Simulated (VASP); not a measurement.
OSZICAR of a VASP run on Hf (relaxed from the simple-cubic structure, space group Pm-3m):

File OSZICAR:
```
       N       E                     dE             d eps       ncg     rms          rms(c)
DAV:   1    -0.325199411611E+02   -0.32520E+02   -0.53334E+03  1072   0.842E+02
DAV:   2    -0.465750648674E+02   -0.14055E+02   -0.13544E+02  1549   0.117E+02
DAV:   3    -0.468478140108E+02   -0.27275E+00   -0.26890E+00  1139   0.122E+01
DAV:   4    -0.468500417554E+02   -0.22277E-02   -0.22234E-02  1255   0.119E+00
DAV:   5    -0.468500712075E+02   -0.29452E-04   -0.29450E-04  1243   0.942E-02    0.352E+01
DAV:   6    -0.436417094386E+02    0.32084E+01   -0.74193E-01  1055   0.793E+00    0.195E+01
DAV:   7    -0.441407663351E+02   -0.49906E+00   -0.21264E-01  1064   0.568E+00    0.324E+00
DAV:   8    -0.436339238293E+02    0.50684E+00   -0.36335E-01  1044   0.526E+00    0.708E-01
DAV:   9    -0.438106986698E+02   -0.17677E+00   -0.13950E-01  1009   0.287E+00    0.863E-01
DAV:  10    -0.438523440264E+02   -0.41645E-01   -0.93837E-03  1076   0.603E-01    0.779E-01
DAV:  11    -0.438944288101E+02   -0.42085E-01   -0.21123E-02  1045   0.783E-01    0.835E-01
DAV:  12    -0.438974768664E+02   -0.30481E-02   -0.29350E-04  1127   0.129E-01    0.870E-01
DAV:  13    -0.438991673395E+02   -0.16905E-02   -0.50984E-04  1145   0.182E-01    0.777E-01
DAV:  14    -0.439220400846E+02   -0.22873E-01   -0.14900E-02  1092   0.966E-01    0.828E-01
DAV:  15    -0.439211754561E+02    0.86463E-03   -0.12525E-03  1080   0.306E-01    0.379E-01
DAV:  16    -0.439213211125E+02   -0.14566E-03   -0.20064E-04  1017   0.145E-01    0.481E-01
DAV:  17    -0.439212765423E+02    0.44570E-04   -0.11375E-03  1131   0.268E-01    0.527E-02
DAV:  18    -0.439212744286E+02    0.21137E-05   -0.11091E-04  1016   0.113E-01    0.149E-01
DAV:  19    -0.439212667205E+02    0.77081E-05   -0.38242E-05  1117   0.483E-02    0.920E-02
DAV:  20    -0.439212681665E+02   -0.14460E-05   -0.20937E-05  1117   0.401E-02    0.512E-02
DAV:  21    -0.439212643359E+02    0.38306E-05   -0.81955E-06  1223   0.216E-02    0.299E-03
DAV:  22    -0.439212644071E+02   -0.71179E-07   -0.24644E-07   507   0.552E-03
   1 F= -.43921264E+02 E0= -.43920915E+02  d E =-.439213E+02
       N       E                     dE             d eps       ncg     rms          rms(c)
DAV:   1    -0.440419388980E+02   -0.12067E+00   -0.30649E+00  1010   0.162E+01    0.264E+00
DAV:   2    -0.439461049615E+02    0.95834E-01   -0.15183E-01  1017   0.379E+00    0.101E+00
DAV:   3    -0.439209600890E+02    0.25145E-01   -0.10375E-01  1036   0.266E+00    0.718E-01
DAV:   4    -0.439251801584E+02   -0.42201E-02   -0.34529E-03  1137   0.623E-01    0.493E-01
DAV:   5    -0.439237521970E+02    0.14280E-02   -0.91801E-04  1191   0.315E-01    0.692E-02
DAV:   6    -0.439247181024E+02   -0.96591E-03   -0.21125E-03  1060   0.480E-01    0.620E-02
DAV:   7    -0.439251713517E+02   -0.45325E-03   -0.38558E-04  1010   0.223E-01    0.540E-02
DAV:   8    -0.439252217240E+02   -0.50372E-04   -0.28525E-05  1075   0.624E-02    0.558E-03
DAV:   9    -0.439252220986E+02   -0.37457E-06   -0.18721E-06  1047   0.160E-02
   2 F= -.43925222E+02 E0= -.43924686E+02  d E =-.395769E-02
       N       E                     dE             d eps       ncg     rms          rms(c)
DAV:   1    -0.439421340054E+02   -0.16912E-01   -0.40412E-01  1010   0.588E+00    0.963E-01
DAV:   2    -0.439296300743E+02    0.12504E-01   -0.21595E-02  1034   0.141E+00    0.380E-01
DAV:   3    -0.439266070455E+02    0.30230E-02   -0.12447E-02  1044   0.913E-01    0.216E-01
DAV:   4    -0.439270431288E+02   -0.43608E-03   -0.52640E-04  1185   0.237E-01    0.131E-01
DAV:   5    -0.439269583749E+02    0.84754E-04   -0.11910E-04  1130   0.113E-01    0.264E-02
DAV:   6    -0.439269569783E+02    0.13966E-05   -0.23512E-04  1059   0.167E-01    0.209E-02
DAV:   7    -0.439270481899E+02   -0.91212E-04   -0.72274E-05  1008   0.968E-02    0.151E-02
DAV:   8    -0.439270520020E+02   -0.38121E-05   -0.17522E-06  1086   0.146E-02    0.332E-03
DAV:   9    -0.439270521666E+02   -0.16464E-06   -0.30869E-07   505   0.660E-03
   3 F= -.43927052E+02 E0= -.43926455E+02  d E =-.578776E-02
```

### Question
Which electronic solver shows in the log?

### Answer
It is blocked Davidson (ALGO = Normal, or the opening steps of other solvers). The INCAR had ALGO = Normal.

### Question
Can the final energy be trusted as converged?

### Answer
Self-consistency was reached. It stopped with EDIFF = 1E-6, NELM = 100, NSW = 60 and EDIFFG = -0.01 after 3 ionic steps (r2SCAN meta-GGA, plane waves, VASP's PBE PAW potentials (set 64)). Energy and stress use the plane-wave basis of the starting cell.

The structure was generated: Hf was put into the simple-cubic type (Pm-3m), which need not be its known phase. This run relaxes it. Symmetry was kept, so distortions that lower it aren't found.
